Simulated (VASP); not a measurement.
Output of a VASP run:

### OSZICAR
```
       N       E                     dE             d eps       ncg     rms          rms(c)
DAV:   1     0.129092184116E+03    0.12909E+03   -0.94560E+03  2880   0.184E+03
DAV:   2    -0.150655741255E+02   -0.14416E+03   -0.13678E+03  2960   0.413E+02
DAV:   3    -0.250708330638E+02   -0.10005E+02   -0.95639E+01  3772   0.102E+02
DAV:   4    -0.255778778150E+02   -0.50704E+00   -0.50619E+00  3736   0.217E+01
DAV:   5    -0.255916511625E+02   -0.13773E-01   -0.13772E-01  3820   0.319E+00    0.218E+01
DAV:   6    -0.208159099178E+02    0.47757E+01   -0.27347E+01  3352   0.714E+01    0.673E+00
DAV:   7    -0.204058944340E+02    0.41002E+00   -0.33047E+00  3216   0.256E+01    0.609E+00
DAV:   8    -0.203893881117E+02    0.16506E-01   -0.19570E-01  3024   0.626E+00    0.163E+00
DAV:   9    -0.203971591724E+02   -0.77711E-02   -0.40167E-02  3772   0.182E+00    0.864E-01
DAV:  10    -0.203947439898E+02    0.24152E-02   -0.14565E-02  3380   0.203E+00    0.256E-01
DAV:  11    -0.203945481715E+02    0.19582E-03   -0.70414E-04  3288   0.259E-01    0.327E-02
DAV:  12    -0.203945251021E+02    0.23069E-04   -0.63067E-05  3152   0.118E-01    0.290E-02
DAV:  13    -0.203945232053E+02    0.18968E-05   -0.14904E-05  3188   0.635E-02    0.408E-03
DAV:  14    -0.203945231647E+02    0.40634E-07   -0.37374E-07  1700   0.797E-03
   1 F= -.17075669E+02 E0= -.17075691E+02  d E =-.170757E+02
```

### OUTCAR
```
------------------------ aborting loop because EDIFF is reached ----------------------------------------
  FORCE on cell =-STRESS in cart. coord.  units (eV):
  Direction    XX          YY          ZZ          XY          YZ          ZX
  --------------------------------------------------------------------------------------
  Total        3.2966564      3.2966564      3.2966564     -0.0000000     -0.0000000     -0.0000000
  in kB      297.9934621    297.9934621    297.9934621     -0.0000000     -0.0000000     -0.0000000
  external PRESSURE =      -2.0065379 kB  Pullay stress =     300.0000000 kB
  volume of cell :       17.72
      direct lattice vectors                 reciprocal lattice vectors
     0.000000000  2.069422559  2.069422559    -0.241613293  0.241613293  0.241613293
     2.069422559  0.000000000  2.069422559     0.241613293 -0.241613293  0.241613293
     2.069422559  2.069422559  0.000000000     0.241613293  0.241613293 -0.241613293
 POSITION                                       TOTAL-FORCE (eV/Angst)
 -----------------------------------------------------------------------------------
      0.00000      0.00000      0.00000        -0.000000     -0.000000     -0.000000
      2.06942      2.06942      2.06942         0.000000      0.000000      0.000000
 -----------------------------------------------------------------------------------
    total drift:                                0.000000     -0.000000     -0.000000
  FREE ENERGIE OF THE ION-ELECTRON SYSTEM (eV)
  ---------------------------------------------------
  free  energy   TOTEN  =       -20.3945231647 eV

  energy  without entropy=      -20.3945898960  energy(sigma->0) =      -20.39454541
  enthalpy is  TOTEN    =       -17.0756687237 eV   P V=        3.3188544410

 reached required accuracy - stopping structural energy minimisation
```
(Selected blocks of OUTCAR.)

### POSCAR
```
TiC
1
    0.0000000000     2.0694225594     2.0694225594
    2.0694225594    -0.0000000000     2.0694225594
    2.0694225594     2.0694225594     0.0000000000
Ti C
1 1
Direct
  0.0000000000   0.0000000000   0.0000000000
  0.5000000000   0.5000000000   0.5000000000
```

**Question.** Write an INCAR and KPOINTS that could have produced this output.

**Answer.** This is not unique; one that fits is the input of the run itself, LDA (Ceperley-Alder, Perdew-Zunger), plane waves, VASP's LDA PAW potentials (set 64).

### KPOINTS
```
Automatic mesh
0
gamma
15 15 15
0 0 0
```

### INCAR
```
# general
SYSTEM  = TiC
PREC    = Accurate
ENCUT   = 620
LREAL   = F
LASPH   = T

# electronic loop
EDIFF   = 1E-6
NELM    = 100
ALGO    = Normal
LMAXMIX = 4

# smearing
ISMEAR  = 1
SIGMA   = 0.1

# ions
IBRION  = 2
NSW     = 40
ISIF    = 3
EDIFFG  = -0.02
PSTRESS = 300

# output
LWAVE   = F
LCHARG  = F
```

POTCAR, in this order: Ti_sv C (LDA.64 set). Program: vasp_std.

The compound is TiC in the rock salt structure. It was relaxed first under an external pressure of 30 GPa.
